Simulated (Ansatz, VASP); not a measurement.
# Cross-check of ZnO (zincite) between VASP and Ansatz

One calculation is typed for both programs; each brings its own data sets. How far apart do they land? The cell is taken from a series of runs on this material, whose earlier steps may have relaxed, scaled, displaced or heated it; both programs get it as it stands.

Method: plane waves, with VASP 6.6.1 beside it; zone-centre phonons at PBE, in Ansatz 0.2.0.

## (1) Starting point

It takes space group P6_3mc (No. 186, hexagonal). Conventional cell: a = 3.323 Å, b = 3.323 Å, c = 5.365 Å, α = 90.00°, β = 90.00°, γ = 120.00°. Nearest to O lie 4 Zn at 2.03 Å. Nearest to Zn lie 4 O at 2.03 Å. Farther neighbours and most contacts between anions are not listed.

Coordinates:

```xyz
4
Lattice="3.3227 0.0000 0.0000 -1.6614 2.8776 0.0000 0.0000 0.0000 5.3651" Properties=species:S:1:pos:R:3 pbc="T T T"
O     1.6614    0.9592    2.0335
O     0.0000    1.9184    4.7161
Zn    0.0000    1.9184    2.6825
Zn    1.6614    0.9592    5.3650
```

## (2) VASP: zone-centre phonons, PBE

Second derivatives magnify differences that forces hide, and they need a tight electronic threshold.

Lines of VASP's logs that name or quote its potential files are left out, and so is its time.

INCAR

```
SYSTEM = ZnO
PREC = Accurate
ENCUT = 600
EDIFF = 1E-08
NELM = 120
ISMEAR = 0
SIGMA = 0.01
LREAL = .FALSE.
ALGO = Normal
GGA = PE
NBANDS = 24
LORBIT = 11
LWAVE = .FALSE.
LCHARG = .FALSE.
ISIF = 2
IBRION = 8
LEPSILON = .TRUE.
LASPH = .TRUE.
GGA_COMPAT = .FALSE.
EFERMI = MIDGAP
KPAR = 2
```

POSCAR

```
ZnO
1.0
    3.3227216754      0.0000000000      0.0000000000
   -1.6613608377      2.8775613806      0.0000000000
    0.0000000000      0.0000000000      5.3650997450
O Zn
2 2
Direct
    0.6666666667      0.3333333333      0.3790242923
    0.3333333333      0.6666666667      0.8790242923
    0.3333333333      0.6666666667      0.4999857077
    0.6666666667      0.3333333333      0.9999857077
```

KPOINTS

```
Automatic mesh
0
Gamma
15 15 10
0 0 0
```

Potentials, in the order of the species: O and Zn (PBE family, release 64).

Run with:

```bash
$ mpirun -np 2 vasp_std
```

Numbers of over 12 decimals in the logs are rounded to 6 here.

The program printed:

```text
[banner, memory and clock lines left out]
running    2 mpi-ranks, on    1 nodes
 distrk:  each k-point on    1 cores,    2 groups
 distr:  one band on    1 cores,    1 groups

 POSCAR found type information on POSCAR O Zn
 POSCAR found :  2 types and       4 ions
 LDA part: xc-table for (Slater+PW92), standard interpolation
 POSCAR, INCAR and KPOINTS ok, starting setup
 FFT: planning ... GRIDC
 FFT: planning ... GRID_SOFT
 FFT: planning ... GRID
 WAVECAR not read
 entering main loop
       N       E                     dE             d eps       ncg     rms          rms(c)
DAV:   1     0.300951952329E+03    0.30095E+03   -0.20240E+04  7824   0.235E+03
DAV:   2     0.953916343944E+01   -0.29141E+03   -0.27582E+03  8600   0.447E+02
DAV:   3    -0.205848177424E+02   -0.30124E+02   -0.29884E+02  8760   0.147E+02
DAV:   4    -0.210980385269E+02   -0.51322E+00   -0.51284E+00  9088   0.203E+01
DAV:   5    -0.211013186002E+02   -0.32801E-02   -0.32800E-02  8824   0.153E+00    0.134E+01
DAV:   6    -0.177232248896E+02    0.33781E+01   -0.95355E+00 13664   0.695E+01    0.802E+00
DAV:   7    -0.178835507392E+02   -0.16033E+00   -0.27271E+00  8368   0.185E+01    0.481E+00
DAV:   8    -0.178966668905E+02   -0.13116E-01   -0.66266E-01 10480   0.780E+00    0.166E+00
DAV:   9    -0.178436173140E+02    0.53050E-01   -0.13535E-01 11648   0.699E+00    0.315E-01
DAV:  10    -0.178462349861E+02   -0.26177E-02   -0.40085E-02  7944   0.153E+00    0.128E-01
DAV:  11    -0.178463374102E+02   -0.10242E-03   -0.83346E-04  9408   0.594E-01    0.637E-02
DAV:  12    -0.178463224752E+02    0.14935E-04   -0.26236E-04 11200   0.449E-01    0.183E-02
DAV:  13    -0.178463399593E+02   -0.17484E-04   -0.54308E-05  8808   0.897E-02    0.205E-02
DAV:  14    -0.178463343995E+02    0.55598E-05   -0.17900E-05  9464   0.380E-02    0.321E-03
DAV:  15    -0.178463341241E+02    0.27544E-06   -0.19412E-06  8424   0.132E-02    0.109E-03
DAV:  16    -0.178463339950E+02    0.12907E-06   -0.51885E-08  9240   0.242E-03    0.483E-04
DAV:  17    -0.178463339527E+02    0.42285E-07   -0.12451E-08  5976   0.243E-03    0.161E-04
DAV:  18    -0.178463339572E+02   -0.44938E-08   -0.12288E-09  4368   0.436E-04
   1 F= -.17846334E+02 E0= -.17846334E+02  d E =0.000000E+00
 Linear response reoptimize wavefunctions to high precision
DAV:   1    -0.178463339595E+02   -0.23465E-08   -0.62821E-10  4704   0.359E-04
DAV:   2    -0.178463339596E+02   -0.31832E-10   -0.31042E-10  4224   0.166E-04
 Linear response G [H, r] |phi>, progress :
  Direction:   1
       N       E                     dE             d eps       ncg     rms
RMM:   1    -0.877607951260E+02   -0.87761E+02    0.34069E+02 15773   0.105E+02
 LRF_COMMUTATOR internal error: the vector H(1)-e(1) S(1) |phi(0)> is not orthog
 onal to |phi(0)> (1.001201970500607E-004,-3.907811574332953E-014)
RMM:   2    -0.932820063988E+02   -0.55212E+01   -0.11103E+01 11498   0.360E+01
 LRF_COMMUTATOR internal error: the vector H(1)-e(1) S(1) |phi(0)> is not orthog
 onal to |phi(0)> (1.001201970447126E-004,-2.207956040223280E-014)
RMM:   3    -0.937440195542E+02   -0.46201E+00   -0.90335E-01 13762   0.683E+00
RMM:   4    -0.937455841409E+02   -0.15646E-02   -0.13614E-02 13460   0.967E-01
RMM:   5    -0.937460775161E+02   -0.49338E-03   -0.10002E-03 14107   0.210E-01
RMM:   6    -0.937460879519E+02   -0.10436E-04   -0.61613E-05 14154   0.413E-02
RMM:   7    -0.937460891556E+02   -0.12038E-05   -0.13110E-05 14356   0.107E-02
RMM:   8    -0.937460876490E+02    0.15066E-05    0.59354E-05 13644   0.316E-03
RMM:   9    -0.937460884124E+02   -0.76339E-06   -0.23664E-04 10400   0.143E-03
RMM:  10    -0.937460872453E+02    0.11670E-05   -0.16485E-04  9102   0.957E-04
RMM:  11    -0.937460883618E+02   -0.11165E-05   -0.19319E-04  8045   0.839E-04
RMM:  12    -0.937460886350E+02   -0.27324E-06   -0.19790E-04  7284   0.833E-04
RMM:  13    -0.937460884815E+02    0.15352E-06   -0.20418E-04  7026   0.808E-04
RMM:  14    -0.937460884385E+02    0.42996E-07   -0.18602E-04  6907   0.823E-04
 Linear response G [H, r] |phi>, progress :
  Direction:   2
       N       E                     dE             d eps       ncg     rms
RMM:   1    -0.928166363477E+02   -0.92817E+02    0.25925E+02 15694   0.102E+02
 LRF_COMMUTATOR internal error: the vector H(1)-e(1) S(1) |phi(0)> is not orthog
 onal to |phi(0)> (1.002924478053606E-004,4.782112206225264E-014)
RMM:   2    -0.988200915855E+02   -0.60035E+01   -0.10864E+01 11598   0.349E+01
 LRF_COMMUTATOR internal error: the vector H(1)-e(1) S(1) |phi(0)> is not orthog
 onal to |phi(0)> (1.002924478118294E-004,3.817259008886964E-014)
RMM:   3    -0.992548892456E+02   -0.43480E+00   -0.88490E-01 13840   0.659E+00
RMM:   4    -0.992559348987E+02   -0.10457E-02   -0.16272E-02 13627   0.923E-01
RMM:   5    -0.992560926062E+02   -0.15771E-03   -0.56496E-04 14150   0.187E-01
RMM:   6    -0.992561208627E+02   -0.28256E-04    0.39343E-06 14275   0.382E-02
RMM:   7    -0.992561256380E+02   -0.47753E-05    0.15868E-05 14481   0.987E-03
[...]
RMM:   3    -0.650442356119E+00    0.28914E-02   -0.53106E-03 48482   0.494E-01    0.679E-01
RMM:   4    -0.674216855971E+00   -0.23774E-01   -0.73721E-03 49119   0.644E-01    0.526E-02
RMM:   5    -0.677603353077E+00   -0.33865E-02   -0.34261E-04 47932   0.139E-01    0.147E-02
[...]
RMM:  10    -0.675612803095E+00   -0.21549E-05    0.41880E-08 12630   0.413E-04    0.344E-05
RMM:  11    -0.675613840824E+00   -0.10377E-05   -0.23312E-11  8018   0.688E-05    0.117E-05
RMM:  12    -0.675613238782E+00    0.60204E-06   -0.11001E-08  7095   0.553E-05    0.326E-06
 change of polarisation eV/A/(eV/A) component  3 :    -0.169    -0.143     1.277
 dielectric tensor                  component  3 :    -0.597    -0.504     5.505
 Linear response DOF=           4
 Linear response progress:
  Degree of freedom:   1/  4
       N       E                     dE             d eps       ncg     rms          rms(c)
RMM:   1    -0.365789512142E+00   -0.36579E+00    0.56481E-01119589   0.404E+00
RMM:   2    -0.358919986802E+00    0.68695E-02   -0.95643E-03 79133   0.956E-01    0.182E-01
RMM:   3    -0.360189979648E+00   -0.12700E-02   -0.75986E-04 89616   0.209E-01    0.104E-01
RMM:   4    -0.361704448452E+00   -0.15145E-02   -0.27230E-04 79361   0.105E-01    0.157E-02
RMM:   5    -0.361678967430E+00    0.25481E-04   -0.12798E-05 95548   0.263E-02    0.325E-03
RMM:   6    -0.361620343310E+00    0.58624E-04   -0.62600E-07 84399   0.503E-03    0.100E-03
RMM:   7    -0.361616388925E+00    0.39544E-05   -0.12902E-07 95535   0.170E-03    0.279E-04
RMM:   8    -0.361615584566E+00    0.80436E-06   -0.53527E-09 95894   0.470E-04    0.762E-05
RMM:   9    -0.361615251139E+00    0.33343E-06   -0.14251E-10 95472   0.101E-04    0.179E-05
RMM:  10    -0.361615290384E+00   -0.39245E-07    0.92356E-10 97079   0.358E-05    0.697E-06
RMM:  11    -0.361615364982E+00   -0.74599E-07   -0.66654E-10 93556   0.186E-05    0.395E-06
RMM:  12    -0.361615361713E+00    0.32697E-08    0.21585E-09 84810   0.748E-06    0.664E-07
 first order change of Fermi-energy  -0.23162E-01
 force on displaced ion       1 direction 1 :  -6.417  -0.000   0.000
 Born effective charge ion    1 direction 1 :  -2.148   0.000   0.000
 Linear response progress:
  Degree of freedom:   2/  4
       N       E                     dE             d eps       ncg     rms          rms(c)
RMM:   1    -0.383894875666E+00   -0.38389E+00    0.55814E-01 25165   0.398E+00
RMM:   2    -0.375765514921E+00    0.81294E-02   -0.99266E-03 16303   0.982E-01    0.244E-01
RMM:   3    -0.376852340070E+00   -0.10868E-02   -0.10669E-03 17380   0.241E-01    0.126E-01
RMM:   4    -0.378059298051E+00   -0.12070E-02   -0.37882E-04 16788   0.116E-01    0.278E-02
RMM:   5    -0.378170278759E+00   -0.11098E-03   -0.18671E-05 18779   0.319E-02    0.966E-03
RMM:   6    -0.378101276074E+00    0.69003E-04   -0.31566E-06 18284   0.133E-02    0.136E-03
RMM:   7    -0.378100862645E+00    0.41343E-06   -0.61792E-07 19366   0.302E-03    0.658E-04
RMM:   8    -0.378104567417E+00   -0.37048E-05   -0.49478E-07 17901   0.124E-03    0.323E-04
RMM:   9    -0.378099281250E+00    0.52862E-05   -0.31020E-08 18846   0.569E-04    0.510E-05
RMM:  10    -0.378099018782E+00    0.26247E-06   -0.19844E-08 19225   0.133E-04    0.370E-05
RMM:  11    -0.378099457641E+00   -0.43886E-06   -0.98774E-09 18938   0.703E-05    0.769E-06
RMM:  12    -0.378099413858E+00    0.43784E-07   -0.11566E-09 20357   0.160E-05    0.417E-06
RMM:  13    -0.378099447733E+00   -0.33876E-07    0.25103E-10 18453   0.107E-05    0.869E-07
RMM:  14    -0.378099449434E+00   -0.17003E-08   -0.89809E-10 13434   0.442E-06    0.387E-07
 first order change of Fermi-energy   0.10054E+00
 force on displaced ion       1 direction 3 :  -0.000   0.000  -9.449
 Born effective charge ion    1 direction 3 :   0.000   0.000  -2.201
 Linear response progress:
  Degree of freedom:   3/  4
       N       E                     dE             d eps       ncg     rms          rms(c)
RMM:   1    -0.210198379255E+00   -0.21020E+00    0.73555E-03 92461   0.235E+00
RMM:   2    -0.209020740111E+00    0.11776E-02   -0.40148E-03 80692   0.540E-01    0.169E-01
RMM:   3    -0.208614783715E+00    0.40596E-03   -0.15088E-04 95387   0.883E-02    0.101E-01
RMM:   4    -0.208019691330E+00    0.59509E-03   -0.27454E-05 94664   0.454E-02    0.504E-03
RMM:   5    -0.207972630292E+00    0.47061E-04   -0.96075E-07 98017   0.521E-03    0.153E-03
RMM:   6    -0.207956859259E+00    0.15771E-04   -0.30067E-07 96041   0.232E-03    0.455E-04
RMM:   7    -0.207952464924E+00    0.43943E-05   -0.23510E-08 97175   0.921E-04    0.786E-05
RMM:   8    -0.207952753903E+00   -0.28898E-06    0.19001E-08 96882   0.944E-05    0.386E-05
RMM:   9    -0.207952853134E+00   -0.99232E-07    0.15961E-08 95722   0.737E-05    0.433E-06
RMM:  10    -0.207952826560E+00    0.26574E-07    0.12753E-08 94957   0.108E-05    0.230E-06
RMM:  11    -0.207952818280E+00    0.82797E-08    0.25191E-09 81058   0.618E-06    0.828E-07
 first order change of Fermi-energy   0.37204E-01
 force on displaced ion       3 direction 1 :  -5.850   0.000  -0.000
 Born effective charge ion    3 direction 1 :   2.147  -0.000  -0.000
 Linear response progress:
  Degree of freedom:   4/  4
       N       E                     dE             d eps       ncg     rms          rms(c)
RMM:   1    -0.219305651567E+00   -0.21931E+00    0.11905E-02 19859   0.240E+00
RMM:   2    -0.217018811813E+00    0.22868E-02   -0.35725E-03 17172   0.573E-01    0.165E-01
RMM:   3    -0.216483761085E+00    0.53505E-03   -0.23852E-04 19194   0.112E-01    0.103E-01
RMM:   4    -0.215992584908E+00    0.49118E-03   -0.20369E-04 19693   0.766E-02    0.432E-02
RMM:   5    -0.215705826074E+00    0.28676E-03   -0.12639E-04 18735   0.363E-02    0.580E-03
RMM:   6    -0.215682520189E+00    0.23306E-04    0.16026E-05 20630   0.847E-03    0.320E-03
RMM:   7    -0.215679598353E+00    0.29218E-05    0.13081E-05 17570   0.551E-03    0.681E-04
RMM:   8    -0.215681204495E+00   -0.16061E-05   -0.73085E-07 20654   0.197E-03    0.305E-04
RMM:   9    -0.215682576211E+00   -0.13717E-05   -0.15306E-06 20391   0.490E-04    0.903E-05
RMM:  10    -0.215682866344E+00   -0.29013E-06    0.50773E-07 18785   0.184E-04    0.314E-05
RMM:  11    -0.215683030576E+00   -0.16423E-06    0.36609E-08 20763   0.819E-05    0.844E-06
RMM:  12    -0.215683042440E+00   -0.11864E-07   -0.67310E-08 18868   0.276E-05    0.529E-06
RMM:  13    -0.215683026056E+00    0.16383E-07    0.33945E-08 20097   0.117E-05    0.897E-07
RMM:  14    -0.215683034005E+00   -0.79487E-08    0.41655E-09 16285   0.448E-06    0.428E-07
 first order change of Fermi-energy  -0.10067E+00
 force on displaced ion       3 direction 3 :  -0.000   0.000  -9.422
 Born effective charge ion    3 direction 3 :   0.000   0.000   2.201
 Born effective charges drift removed
 Linear response finished
```

[end of part 1 of 3]

[Lines on the potential files, build, host, timing and source positions are cut from VASP's logs without a mark.]

[Logs are printed without paths, hosts, clocks, repeated set-up lines and the standing remarks that a program may print on its own settings, such as how far it seeks lower states.]

[Hosts, paths, dates, database ids (printed as entryN), source tags and the programs' standing remarks are cut or masked in the printed files.]
